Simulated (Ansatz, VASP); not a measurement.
# Ti (free-standing triangular Ti monolayer, spacing 3.288 A): VASP beside Ansatz, part 2 of 2

One calculation is typed for both programs; each brings its own data sets. How far apart do they land? The cell is taken from a series of runs on this material, whose earlier steps may have relaxed, scaled, displaced or heated it; both programs get it as it stands.

VASP 6.6.1 and Ansatz 0.2.0.

So far: The structure; Ansatz: single point, PBEsol, pair 1; VASP: single point, PBEsol, pair 1; Side by side; Ansatz: single point, PBEsol, pair 2.

## Step 6: VASP: single point, PBEsol, pair 2

Level of this step: PBEsol, spin-polarised from a ferromagnetic start; plane waves and PAW (Ti_sv) (VASP).

The same cell, functional, mesh and smearing now go to VASP, with its own data sets.

The input, INCAR:

```
SYSTEM = Ti
PREC = Accurate
ENCUT = 400
EDIFF = 1E-06
NELM = 200
ISMEAR = -1
SIGMA = 0.1
LREAL = .FALSE.
ALGO = Normal
GGA = PS
NBANDS = 13
ISPIN = 2
MAGMOM = 0.21
LASPH = .TRUE.
LMAXMIX = 4
LORBIT = 11
LWAVE = .FALSE.
LCHARG = .FALSE.
ISIF = 2
NUPDOWN = 0.278
GGA_COMPAT = .FALSE.
KPAR = 2
```

The input, POSCAR:

```
Ti
1.0
    3.2880000000      0.0000000000      0.0000000000
   -1.6440000000      2.8474920000      0.0000000000
    0.0000000000      0.0000000000     14.0000000000
Ti
1
Direct
    0.0000000000      0.0000000000      0.5000000000
```

The input, KPOINTS:

```
Automatic mesh
0
Gamma
19 19 1
0 0 0
```

Potentials, in the order of the species: Ti_sv (PBE family, release 64).

The run is started by

```console
$ mpirun -np 2 vasp_std
```

Numbers of over 12 decimals in the logs are rounded to 6 here.

The log of the run:

```text
[banner, memory and clock lines left out]
running    2 mpi-ranks, on    1 nodes
[...]
[... a notice as in an earlier step ...]

 LDA part: xc-table for (Slater+PW92), standard interpolation
 POSCAR, INCAR and KPOINTS ok, starting setup
[...]
entering main loop
       N       E                     dE             d eps       ncg     rms          rms(c)
DAV:   1     0.454951536957E+02    0.45495E+02   -0.57623E+03  2688   0.573E+02
DAV:   2     0.963013554592E+00   -0.44532E+02   -0.43131E+02  2679   0.168E+02
DAV:   3    -0.610603168362E+01   -0.70690E+01   -0.69659E+01  3620   0.478E+01
DAV:   4    -0.652892651229E+01   -0.42289E+00   -0.42156E+00  2563   0.109E+01
[...]
DAV:  20    -0.529251946312E+01   -0.58977E-05   -0.28901E-07  1875   0.245E-03    0.732E-04
DAV:  21    -0.529252130113E+01   -0.18380E-05   -0.12504E-07  1837   0.119E-03    0.390E-04
DAV:  22    -0.529252208365E+01   -0.78252E-06   -0.42441E-08  1846   0.856E-04
   1 F= -.52925221E+01 E0= -.52010153E+01  d E =-.183013E+00  mag=     0.2780
```

OUTCAR, selected parts (step 6):

```text
  Total       -4.1570759     -4.1570773     -0.0653162      0.0000000      0.0000000     -0.0000000
  in kB      -50.8131576    -50.8131745     -0.7983789      0.0000000      0.0000000     -0.0000000
  external PRESSURE =     -34.1415703 kB  Pullay stress =       0.0000000 kB

  FREE ENERGIE OF THE ION-ELECTRON SYSTEM (eV)
  ---------------------------------------------------
  free  energy   TOTEN  =        -5.2925220837 eV

  energy  without entropy=       -5.1095085863  energy(sigma->0) =       -5.20101533

 magnetization (x)
# of ion       s       p       d       tot
------------------------------------------
    1        0.002   0.005   0.173   0.179

[... 2 parts as in an earlier step ...]

[... 2 further parts left out ...]
[key lines of the parts left out:]
E-fermi :  -2.0049
```

## Step 7: Differences

Both answers:

| quantity | Ansatz | VASP | difference |
| --- | --- | --- | --- |
| total moment, fixed by the input (μB) | 0.28 | 0.28 | 0.00 |
| moment on Ti1 (μB) | 0.20 | 0.18 | +0.03 |

With vacuum in the cell, a pressure given here is an average over mostly empty space and none of the material.

## Step 8: Ansatz: single point, PBEsol, pair 3

A single point gives forces, pressure and levels at one fixed geometry, so differences don't come from the geometry; what else differs is listed under the comparison.

The cell is taken from a series of runs on this material, whose earlier steps may have relaxed, scaled, displaced or heated it; both programs get it as it stands.

The input, input.yaml:

```yaml
crystal:
  lattice:
    - [3.288, 0.0, 0.0]
    - [-1.644, 2.847492, 0.0]
    - [0.0, 0.0, 14.0]
  atoms:
    - { symbol: Ti, position: [0.0, 0.0, 0.5], spin: 0.556 }
magnetization:
  spin_polarized: true
  initial_magnetization: 0.556
  spin_locking: { lock_magnetization: hard }
kpoints:
  mp_grid: { grid: [19, 19, 1] }
hamiltonian:
  xc: pbesol
  pseudopotentials: { kind: paw, azcp: { folder: soft_1 }, xc_functional: pbe }
scf:
  occupations: { method: fermi_dirac, width: 0.1 }
  max_iter: 120
  convergence: { dr2_threshold: 1.0e-08 }
  lower_state_search: "off"
basis:
  ecutwfc: 420.0
```

The run is started by

```console
$ ansatz run input.yaml --threads 1 --pin off --max-ram 2560MiB --backend cpu --events-out ev --progress --plain --runs-dir out
```

The log of the run:

```text
[...]
Crystal: 1 atoms, lattice volume = 131.076 Å³
Basis set: ecut = 420 eV, 2627 PW (Γ)
Bands: 11, of which v1, the nominal top of the filled ones, is band 6 counted from 1 (5 counted from 0)
Symmetry: 24 space group operations
[...]
k-points: 40 of 361
[...]
Starting moments: Σ|m| = 0.556 μB on 1 of 1 site
[...]
Magnetization: 0.5560 μB (6.2780 up, 5.7220 down)
Absolute magnetization: 0.5560 μB (∫|ρ↑−ρ↓|, with the PAW one-centre terms)
[...]
Per-site moments (μB) at R_I (Å): [(0.411297, 1.356300)]
Free energy (F): -2470.863042 eV
[...]
Internal energy: -2470.683204 eV  (E = F + TS)
E sigma→0 (E₀):  -2470.773123 eV
Entropy (-TS):   -0.179838 eV (-179.838 meV/atom)
Fermi energy:    -1.383453 (↑ -1.450681, ↓ -1.316226) eV
[...]
[key lines of the parts left out:]
SCF converged after 12 iterations
```

## Step 9: VASP: single point, PBEsol, pair 3

The same cell, functional, mesh and smearing now go to VASP, with its own data sets.

INCAR, as its differences from that of step 6:

```diff
@@ -12,3 +12,3 @@
 ISPIN = 2
-MAGMOM = 0.21
+MAGMOM = 0.41
 LASPH = .TRUE.
@@ -19,3 +19,3 @@
 ISIF = 2
-NUPDOWN = 0.278
+NUPDOWN = 0.556
 GGA_COMPAT = .FALSE.
```

POSCAR is that of step 6.

KPOINTS is that of step 6.

The run is started by

```console
$ mpirun -np 2 vasp_std
```

The log of the run:

```text
[... set-up lines as in an earlier step ...]
 entering main loop
       N       E                     dE             d eps       ncg     rms          rms(c)
DAV:   1     0.456373125653E+02    0.45637E+02   -0.57646E+03  2688   0.573E+02
DAV:   2     0.971637084298E+00   -0.44666E+02   -0.43155E+02  2679   0.168E+02
DAV:   3    -0.610377710130E+01   -0.70754E+01   -0.69722E+01  3620   0.478E+01
DAV:   4    -0.652606020730E+01   -0.42228E+00   -0.42088E+00  2568   0.109E+01
[...]
DAV:  21    -0.530652982015E+01   -0.28444E-05   -0.19099E-07  2017   0.135E-03    0.508E-04
DAV:  22    -0.530653106995E+01   -0.12498E-05   -0.85655E-08  1876   0.107E-03    0.132E-04
DAV:  23    -0.530653134921E+01   -0.27926E-06   -0.16300E-08  1765   0.548E-04
   1 F= -.53065313E+01 E0= -.52166997E+01  d E =-.179663E+00  mag=     0.5560
```

Parts of OUTCAR (step 9):

```text
  Total       -4.1265662     -4.1265676     -0.0651670      0.0000000      0.0000000      0.0000000
  in kB      -50.4402286    -50.4402453     -0.7965553      0.0000000      0.0000000      0.0000000
  external PRESSURE =     -33.8923431 kB  Pullay stress =       0.0000000 kB

  FREE ENERGIE OF THE ION-ELECTRON SYSTEM (eV)
  ---------------------------------------------------
  free  energy   TOTEN  =        -5.3065313492 eV

  energy  without entropy=       -5.1268680807  energy(sigma->0) =       -5.21669971

 magnetization (x)
# of ion       s       p       d       tot
------------------------------------------
    1        0.003   0.009   0.346   0.358

[... 3 parts as in an earlier step ...]

[... 1 further part left out ...]
[key lines of the parts left out:]
E-fermi :  -1.9705
```

## Step 10: Side by side

The two programs side by side:

| quantity | Ansatz | VASP | difference |
| --- | --- | --- | --- |
| total moment, fixed by the input (μB) | 0.56 | 0.56 | 0.00 |
| moment on Ti1 (μB) | 0.41 | 0.36 | +0.05 |

With vacuum in the cell, a pressure given here is an average over mostly empty space and none of the material.

## Step 11: Summary of results

```json
{
  "difference in total moment (single point, PBEsol, pair 1)": "-0.012 μB",
  "difference in moment on Ti1 (single point, PBEsol, pair 2)": "0.026 μB",
  "difference in moment on Ti1 (single point, PBEsol, pair 3)": "0.053 μB"
}
```

**Reading.** The difference in total moment is -0.012 μB (single point, PBEsol, pair 1). 5 further runs of this series are not shown here. How closely two codes agree says nothing of how well the functional describes the real material.

[Lines on the potential files, build, host, timing and source positions are cut from VASP's logs without a mark.]

[Logs are printed without paths, hosts, clocks, repeated set-up lines and the standing remarks that a program may print on its own settings, such as how far it seeks lower states.]

[Hosts, paths, dates, database ids (printed as entryN), source tags and the programs' standing remarks are cut or masked in the printed files.]
